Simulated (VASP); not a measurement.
Method: PBE GGA, VASP's PBE PAW potentials (set 64) (plane waves; VASP).

VASP ran on this input.

### POSCAR
```
NaCl
1.0
  0.0000000000   2.6957420000   2.6957420000
  2.6957420000   0.0000000000   2.6957420000
  2.6957420000   2.6957420000   0.0000000000
Na Cl
1 1
Cart
  0.0000000000   0.0000000000   0.0000000000
  2.6957420000   2.6957420000   2.6957420000
```

File KPOINTS:
```
K-points
0
Gamma
8 8 8
```

INCAR:
```
# general
SYSTEM = NaCl
PREC   = Accurate
ENCUT  = 300
LREAL  = .FALSE.   # projection in real space or not
LASPH  = .TRUE.

# electronic loop
EDIFF  = 1E-6
NELM   = 100
ALGO   = Normal   # blocked Davidson

# smearing
ISMEAR = -1   # Fermi-Dirac
SIGMA  = 0.02

# functional
GGA    = PE   # PBE

# ions
ISIF   = 2   # forces and stress, cell fixed

# output
LWAVE  = .FALSE.
LCHARG = .FALSE.
```

POTCAR, in this order: Na_pv Cl (PBE.64 set). Program: vasp_std.

At this cut-off the stress carries a Pulay error, which pulls relaxed volumes low.

### Question
Estimate the energy per atom (σ→0), pressure, band gap (on the k-mesh).

### Answer

| Property | Result |
|---|---|
| energy per atom (σ→0) | -3.335 eV/atom |
| band gap (on the k-mesh) | 5.68 eV |
| pressure | 54.7 kbar |

### OSZICAR
```
...
DAV:   6    -0.667731630439E+01    0.17244E+00   -0.32853E-01   730   0.415E+00    0.176E+00
DAV:   7    -0.666499695044E+01    0.12319E-01   -0.88898E-02   731   0.217E+00    0.114E+00
DAV:   8    -0.666950579479E+01   -0.45088E-02   -0.76783E-03   674   0.993E-01    0.223E-01
DAV:   9    -0.666945118853E+01    0.54606E-04   -0.15352E-04   787   0.131E-01    0.101E-01
DAV:  10    -0.666953627015E+01   -0.85082E-04   -0.17407E-04   671   0.152E-01    0.250E-02
DAV:  11    -0.666953329388E+01    0.29763E-05   -0.15357E-05   754   0.505E-02    0.235E-03
DAV:  12    -0.666953395413E+01   -0.66025E-06   -0.78985E-07   686   0.906E-03
   1 F= -.66695340E+01 E0= -.66695340E+01  d E =-.122139E-10
```

The structure comes from a computed database's NaCl entry; how it stands against other phases isn't given here. The cell was not relaxed at this level, and its volume differs by -5.9 % from the start's.
